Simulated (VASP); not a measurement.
Energy against volume of Mo (bcc). Level of theory: PW91 GGA, VASP's PBE PAW potentials (set 64) (plane waves; VASP). Numerical set-up: 520 eV cut-off, 16×16×16 Γ-centred mesh, first-order Methfessel-Paxton smearing of 0.10 eV, potentials Mo_sv.

| V (Å³/atom) | E (eV/atom) |
|---|---|
| 14.940 | -10.84705 |
| 15.417 | -10.88483 |
| 15.894 | -10.89557 |
| 16.371 | -10.88322 |

### Question
Fit these four points and predict the energy of the run at 16.848 Å³/atom.

### Answer
A cubic in V^(−2/3), the third-order Birch-Murnaghan form, passes through the four points with V0 = 15.86 Å³/atom and B0 = 260 GPa, and gives -10.8512 eV/atom there. The run gave -10.8512 eV/atom, -0.0 meV/atom from the fit; all five points give B0 = 260 GPa.

The compound is Mo in the bcc structure. It was relaxed first.
